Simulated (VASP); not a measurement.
Runs of VASP 6.6.1 on C. It takes space group P6_3/mmc (No. 194, hexagonal). Conventional cell: a = 2.456 Å, b = 2.456 Å, c = 6.696 Å, α = 90.00°, β = 90.00°, γ = 120.00°. Around C (site symmetry -6m2) lie 3 C at 1.42 Å. C (site symmetry -6m2) is surrounded by 3 C at 1.42 Å. 

```csv
k mesh,cutoff (eV),mesh quality,gap on the mesh (eV),pressure (GPa)
21 × 21 × 8,520,not flagged,none,3.8
12 × 12 × 4,450,not flagged,none,-
12 × 12 × 4,520,not flagged,none,3.8
15 × 15 × 6,520,not flagged,none,3.8
12 × 12 × 4,400,not flagged,none,-
9 × 9 × 4,520,not flagged,none,3.8
12 × 12 × 4,600,not flagged,none,3.4
6 × 6 × 2,520,coarse,none,(a)
```

Alike in all rows: task single point; level PBE+D3(BJ); potentials or basis VASP PAW PBE potentials, release 64 (C); no spin polarisation; cell as given; smearing gaussian 0.02 eV.

Question: Estimate the missing entries.

Answer: (a) 4.0.

Caveats: some runs use coarse meshes; the cutoff is under 1.25 times the usual one of these potentials, so pressure, stress and relaxed cells hold a basis-set (Pulay) error (some runs).

A k mesh can miss the band edges.

A gap of «none» marks a metal or a gap under the smearing width.

Not every run made on this cell is shown here.
